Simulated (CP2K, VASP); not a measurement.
An input for CP2K (PBE, GPW, DZVP-MOLOPT-SR-GTH basis, GTH-PBE potentials (GTH_POTENTIALS)):

```
&GLOBAL
  PROJECT run
  RUN_TYPE ENERGY_FORCE
  PRINT_LEVEL MEDIUM
&END GLOBAL
&FORCE_EVAL
  METHOD Quickstep
  STRESS_TENSOR ANALYTICAL
  &DFT
    BASIS_SET_FILE_NAME BASIS_MOLOPT
    POTENTIAL_FILE_NAME GTH_POTENTIALS
    &QS
      METHOD GPW
      EPS_DEFAULT 1E-10
    &END QS
    &MGRID
      CUTOFF 500
      REL_CUTOFF 40
      NGRIDS 5
    &END MGRID
    &SCF
      SCF_GUESS ATOMIC
      EPS_SCF 1E-6
      MAX_SCF 100
      ADDED_MOS 4
      &DIAGONALIZATION
        ALGORITHM STANDARD
      &END DIAGONALIZATION
      &MIXING
        METHOD BROYDEN_MIXING
        ALPHA 0.3
        NBUFFER 8
        BETA 1.5
      &END MIXING
      &SMEAR ON
        METHOD FERMI_DIRAC
        ELECTRONIC_TEMPERATURE [K] 116.05
      &END SMEAR
    &END SCF
    &KPOINTS
      SCHEME MACDONALD 8 8 8 0.0625 0.0625 0.0625
    &END KPOINTS
    &XC
      &XC_FUNCTIONAL PBE
      &END XC_FUNCTIONAL
    &END XC
    &PRINT
      &MO
        EIGENVALUES T
        OCCUPATION_NUMBERS T
        NDIGITS 8
        FILENAME mo
        &EACH
          QS_SCF 0
        &END EACH
        ADD_LAST NUMERIC
      &END MO
      &MULLIKEN ON
      &END MULLIKEN
    &END PRINT
  &END DFT
  &SUBSYS
    &CELL
      A 4.85075300 0.00000000 0.00000000
      B 2.42537600 4.20087500 0.00000000
      C 2.42537600 1.40029200 3.96062300
      PERIODIC XYZ
    &END CELL
    &COORD
      Ba       0.00000000     0.00000000     0.00000000
      Te       4.85075250     2.80058350     1.98031150
    &END COORD
    &KIND Ba
      BASIS_SET DZVP-MOLOPT-SR-GTH
      POTENTIAL GTH-PBE-q10
    &END KIND
    &KIND Te
      BASIS_SET DZVP-MOLOPT-SR-GTH
      POTENTIAL GTH-PBE-q6
    &END KIND
  &END SUBSYS
  &PRINT
    &FORCES ON
    &END FORCES
    &STRESS_TENSOR ON
    &END STRESS_TENSOR
  &END PRINT
&END FORCE_EVAL
```

Question: Translate it to VASP.

Answer: One set of files that does it:

POSCAR:
```
BaTe
1.0
  0.0000000000   3.4300000000   3.4300000000
  3.4300000000   0.0000000000   3.4300000000
  3.4300000000   3.4300000000   0.0000000000
Ba Te
1 1
Cartesian
  0.0000000000   0.0000000000   0.0000000000
  3.4300000000   3.4300000000   3.4300000000
```

File KPOINTS:
```
Regular mesh
0
G
8 8 8
0 0 0
```

INCAR:
```
ALGO = Normal
EDIFF = 1E-6
LCHARG = .False.
LASPH = .True.
NELM = 100   # most electronic steps
ISIF = 2   # forces and stress, cell fixed
SIGMA = 0.01   # width (eV)
ENCUT = 300   # plane-wave cut-off (eV)
SYSTEM = BaTe
PREC = Accurate
LMAXMIX = 4
LWAVE = .False.
ISMEAR = -1   # Fermi-Dirac
LREAL = .False.   # projection in real space or not
GGA = PE
```

POTCAR, in this order: Ba_sv Te (PBE.64 set). Program: vasp_std.

Both inputs were run and reached self-consistency, which says nothing on mesh or cut-off. Potentials, basis and cut-offs are each code's own, so they don't translate, and total energies aren't comparable.

The structure is a typed BaTe crystal (Fm-3m). The cell was not relaxed at this level, and it may have been scaled.
